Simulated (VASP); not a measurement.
All values below come from TPSS meta-GGA, VASP's PBE PAW potentials (set 64) (plane waves; VASP). For the first row: Numerical set-up: 520 eV cut-off, 10×10×10 Γ-centred mesh, first-order Methfessel-Paxton smearing of 0.10 eV, potentials Si Ni.

```
system            energy (eV/atom)
----------------  ----------------
NiSi2 (fluorite)          -11.3249
Si (diamond)               -9.8197
Ni (fcc)                  -13.3057
```

The references are the elements' solids at the same level; no temperature or zero-point terms are added.

Task: What is the formation energy per atom of NiSi2?

Result: The references average (2×(-9.8197) + 1×(-13.3057))/3 = -10.9817 eV, so the formation energy is -11.3249 − (-10.9817) = -0.343 eV/atom.
